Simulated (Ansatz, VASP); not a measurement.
## Cross-check of Se between VASP and Ansatz

Aim: how closely do two programs agree when they are given the same cell, functional and k mesh? Of the first pair: The structure shown is frame 165 of Ansatz's trajectory.

Method: plane waves, with VASP 6.6.1 beside it; single point at PBEsol, in Ansatz 0.2.0.

## 1. The starting structure

The cell holds 30 atoms: 30 Se. Cell: a = 9.708 Å, b = 9.708 Å, c = 9.708 Å, α = 90.0°, β = 90.0°, γ = 90.0°. Kind glass; density_g_cm3 4.3; melt_temperature_k 1200; route random start, relaxed, short melt, two cooling runs, relaxed.

## 2. Ansatz: dynamics, PBEsol

Ansatz runs on its PAW soft_1 files.

One frame of this run of dynamics is then solved in both programs, so the motion causes no difference.

Input file input.yaml:

```yaml
crystal:
  lattice:
    - [9.7079283383, 0.0, 0.0]
    - [0.0, 9.7079283383, 0.0]
    - [0.0, 0.0, 9.7079283383]
  atoms:
    - { symbol: Se, position: [0.2473973466, 0.3660346298, 0.9111922096] }
    - { symbol: Se, position: [0.0263784198, 0.599302245, 0.7067349226] }
    - { symbol: Se, position: [0.2098691553, 0.110505358, 0.3403390086] }
    - { symbol: Se, position: [0.5661394191, 0.5102666932, 0.173233701] }
    - { symbol: Se, position: [0.4038992104, 0.5767106627, 0.3404193766] }
    - { symbol: Se, position: [0.569369536, 0.9308323776, 0.6900370699] }
    - { symbol: Se, position: [0.4239943259, 0.2268786829, 0.3250745609] }
    - { symbol: Se, position: [0.3584084054, 0.9335368509, 0.5478896417] }
    - { symbol: Se, position: [0.7434182436, 0.0696562527, 0.1216148079] }
    - { symbol: Se, position: [0.1828205944, 0.8386787298, 0.6752416159] }
    - { symbol: Se, position: [0.8297588085, 0.5255591029, 0.3918262738] }
    - { symbol: Se, position: [0.7101799353, 0.4488916303, 0.9050631878] }
    - { symbol: Se, position: [0.7435658903, 0.5637716727, 0.6673749663] }
    - { symbol: Se, position: [0.2086317427, 0.6015709669, 0.1939998557] }
    - { symbol: Se, position: [0.4805818093, 0.9729192416, 0.9070983493] }
    - { symbol: Se, position: [0.2224781874, 0.2372117428, 0.6876209184] }
    - { symbol: Se, position: [0.0392393341, 0.0159824746, 0.8045297129] }
    - { symbol: Se, position: [0.0336654644, 0.4608864774, 0.4992374] }
    - { symbol: Se, position: [0.5124644142, 1.014383933, 0.2444223701] }
    - { symbol: Se, position: [0.0136511513, 0.4289276659, -0.0700986652] }
    - { symbol: Se, position: [0.6642846488, 0.2180155934, 0.8547110934] }
    - { symbol: Se, position: [0.996506656, 0.1246413997, 0.2084158841] }
    - { symbol: Se, position: [0.5433390207, 0.7425356681, 0.0565712735] }
    - { symbol: Se, position: [0.8742923417, 0.8383488858, 0.8535635238] }
    - { symbol: Se, position: [0.985577577, 0.2360396189, 0.6349187416] }
    - { symbol: Se, position: [0.3047877075, 0.7188230016, -0.0010201319] }
    - { symbol: Se, position: [0.5026968308, 0.5028367702, 0.6383091915] }
    - { symbol: Se, position: [0.9348191926, 0.3581491901, 0.1768054298] }
    - { symbol: Se, position: [0.5414179568, 0.2654662119, 0.6182751692] }
    - { symbol: Se, position: [0.8379907665, 0.8464029445, 0.0987851537] }
kpoints:
  mp_grid: { grid: [1, 1, 1] }
scf:
  occupations: { method: fermi_dirac, width: 0.1 }
  n_extra_bands: 21
hamiltonian:
  xc: pbesol
  pseudopotentials: { kind: paw, azcp: { folder: soft_1 }, xc_functional: pbe }
output:
  forces: true
basis:
  ecutwfc: 320
md:
  timestep: 2.5
  n_steps: 495
  ensemble: nvt_langevin
  temperature: 1200
  seed: 0
```

Launch:

```sh
ansatz run input.yaml --threads 8 --pin off --max-ram 23552MiB --backend cpu --events-out ev --progress --plain --runs-dir out
```

Numbers of over 12 decimals in the logs are rounded to 6 here.

The program printed:

```text
Warning: md: disabling space-group detection — thermal motion breaks the input geometry's symmetry, so no spatial operation reduces the k-mesh or symmetrises the density; time reversal is kept, so that k and −k are solved as one point where they differ and the mesh holds both, and exact exchange and, on two spinor components, a DFT+U term hold to it where the run has them: on two components no moment then forms, and  [...]
Warning: basis.ecutwfc = 320 eV is below the records' recommended 420 eV, and the density's cutoff is lower with it unless basis.ecutrho_ratio is high enough to keep the records' density cutoff: compare with a run at a higher cutoff
scf.n_extra_bands = 21 over 240 filled bands (N_el = 480.0): the run solves 261 bands
Engine: ansatz 0.2.0, x86_64-unknown-linux-gnu
Pseudopotentials: kind: paw
Pseudopotential: Se, paw, valence charge 16, recommended cutoff 420 eV (normal), soft_1/Se.paw.azcp
Functional definition: PBEsol
  exchange = pbesol_x
  correlation = pbesol_c
Crystal: 30 atoms, lattice volume = 914.913 Å³
Basis set: ecut = 320 eV, 11837 PW (Γ), exchange–correlation on 120×120×120 points (8 copies of the dense FFT grid, shifted against one another)
Bands: 261, of which v1, the nominal top of the filled ones, is band 240 counted from 1 (239 counted from 0)
Symmetry: 1 space group operations
k-points: 1
Non-local potential: Se, projectors of the file, l = 0: 2, l = 1: 2, l = 2: 3, l = 3: 1
PAW form: soft (Blöchl's): semilocal exchange-correlation on the pseudo side does not see the compensation charge
PAW frozen core: Se, regenerated for the run's functional, and the local potential with it (the file was generated under x = pbe(κ = 0.804, μ = 0.219515), c = pbe(β = 0.066725))
PAW one-centre angular grid: Se, 590 points (default); XC on 64 Gauss nodes
Initial density: superposition of atomic densities (chi_scale 0.1, normalization cell)
Initial wavefunctions: pseudopotential atomic-orbital guess
Functional: x = pbesol(κ = 0.804, μ = 0.123457), c = pbesol(β = 0.046)
SCF iter   1: F=—  HF=-162722.888104 eV  |F-HF|=—  |Δ(HF+E_count)|=         —  Δρ=2.36e-2  dr2=4.46e0  ethr=3.10e-3  ⟨swp⟩=5.0  Hψ=928  notcnv=0
preconditioner: auto → LDOS  [insulator: Δε(μ)=0.390 eV  Ē_g=8.197 eV  σ=0.100 eV  W_gap=0.75  n_scr=250 (ndim 8)  ℏωp=16.5 eV  f_vac=0.194  D(μ)=4.85/eV (n_scr^D=18)  ε∞_Penn≈5.0  β→1.0]
SCF iter   2: F=—  HF=-162722.499013 eV  |F-HF|=—  |Δ(HF+E_count)|=   3.89e-1  Δρ=1.15e-2  dr2=3.72e0  ethr=9.29e-4  ⟨swp⟩=3.0  Hψ=449  notcnv=0
SCF iter   3: F=—  HF=-162721.979959 eV  |F-HF|=—  |Δ(HF+E_count)|=   5.19e-1  Δρ=6.27e-3  dr2=1.50e0  ethr=7.75e-4  ⟨swp⟩=3.0  Hψ=765  notcnv=0
SCF iter   4: F=—  HF=-162721.724721 eV  |F-HF|=—  |Δ(HF+E_count)|=   2.55e-1  Δρ=2.00e-3  dr2=1.32e-1  ethr=3.12e-4  ⟨swp⟩=4.0  Hψ=344  notcnv=0
SCF iter   5: F=—  HF=-162721.700028 eV  |F-HF|=—  |Δ(HF+E_count)|=   2.47e-2  Δρ=5.62e-4  dr2=6.12e-3  ethr=2.75e-5  ⟨swp⟩=2.0  Hψ=368  notcnv=0
SCF iter   6: F=—  HF=-162721.699479 eV  |F-HF|=—  |Δ(HF+E_count)|=   5.49e-4  Δρ=2.40e-4  dr2=7.59e-4  ethr=1.28e-6  ⟨swp⟩=2.0  Hψ=323  notcnv=0
SCF iter   7: F=—  HF=-162721.699527 eV  |F-HF|=—  |Δ(HF+E_count)|=   4.81e-5  Δρ=9.80e-5  dr2=1.33e-4  ethr=1.58e-7  ⟨swp⟩=2.0  Hψ=501  notcnv=0
SCF iter   8: F=—  HF=-162721.699539 eV  |F-HF|=—  |Δ(HF+E_count)|=   1.24e-5  Δρ=3.84e-5  dr2=2.38e-5  ethr=2.78e-8  ⟨swp⟩=2.0  Hψ=324  notcnv=0
SCF iter   9: F=—  HF=-162721.699516 eV  |F-HF|=—  |Δ(HF+E_count)|=   2.31e-5  Δρ=1.63e-5  dr2=6.40e-6  ethr=4.97e-9  ⟨swp⟩=2.0  Hψ=324  notcnv=0
SCF iter  10: F=—  HF=-162721.699516 eV  |F-HF|=—  |Δ(HF+E_count)|=   3.55e-7  Δρ=7.56e-6  dr2=9.60e-7  ethr=1.33e-9  ⟨swp⟩=2.0  Hψ=325  notcnv=0
SCF iter  11: F=—  HF=-162721.699516 eV  |F-HF|=—  |Δ(HF+E_count)|=   1.34e-8  Δρ=3.19e-6  dr2=1.39e-7  ethr=2.00e-10  ⟨swp⟩=2.0  Hψ=324  notcnv=0
SCF iter  12: F=—  HF=-162721.699516 eV  |F-HF|=—  |Δ(HF+E_count)|=   3.49e-9  Δρ=1.42e-6  dr2=3.10e-8  ethr=6.25e-12  ⟨swp⟩=4.0  Hψ=987  notcnv=0
SCF iter  13: F=-162721.699516 eV  HF=-162721.699516 eV  |F-HF|=1.04e-8  |Δ(HF+E_count)|=  2.62e-10  Δρ=7.55e-7  dr2=1.28e-8  ethr=6.25e-12  ⟨swp⟩=4.0  Hψ=852  notcnv=0
SCF 1 converged in 13 iterations: F = -162721.699516 eV  dr2 = 1.28e-8
  greatest PAW one-centre occupation: 1.000 electrons in one spin orbital (limit 2), on the Se atom at site 12 (counted from 0), in its partial waves of l = 2
md step     0: t =     0.00 fs  T =     0.0 K  F+E_penalty+E_count = -162721.69951577 eV  E_kin = 0.000000 eV  (13 SCF iters)
[... from here on, the SCF cycles and remarks between the steps are left out ...]
md step    72: t =   180.00 fs  T =  1027.2 K  F+E_penalty+E_count = -162718.81247987 eV  E_kin = 3.983193 eV  (6 SCF iters)
md step    73: t =   182.50 fs  T =  1058.3 K  F+E_penalty+E_count = -162718.79168718 eV  E_kin = 4.103925 eV  (6 SCF iters)
md step    74: t =   185.00 fs  T =  1059.4 K  F+E_penalty+E_count = -162718.75899229 eV  E_kin = 4.108311 eV  (7 SCF iters)
md step    75: t =   187.50 fs  T =  1087.1 K  F+E_penalty+E_count = -162718.71704024 eV  E_kin = 4.215432 eV  (6 SCF iters)
md step    76: t =   190.00 fs  T =  1047.3 K  F+E_penalty+E_count = -162718.68478964 eV  E_kin = 4.061295 eV  (6 SCF iters)
md step    77: t =   192.50 fs  T =  1110.4 K  F+E_penalty+E_count = -162718.66069561 eV  E_kin = 4.305724 eV  (6 SCF iters)
md step    78: t =   195.00 fs  T =  1116.3 K  F+E_penalty+E_count = -162718.62985028 eV  E_kin = 4.328737 eV  (6 SCF iters)
md step    79: t =   197.50 fs  T =  1142.3 K  F+E_penalty+E_count
```

The column dr2 measures how far the density is from self-consistency, as an energy; F and HF (Harris–Foulkes) agree once it is small.

(Continued in part 2 of 3.)

[Lines on the potential files, build, host, timing and source positions are cut from VASP's logs without a mark.]

[Logs are printed without paths, hosts, clocks, repeated set-up lines and the standing remarks that a program may print on its own settings, such as how far it seeks lower states.]

[Hosts, paths, dates, database ids (printed as entryN), source tags and the programs' standing remarks are cut or masked in the printed files.]
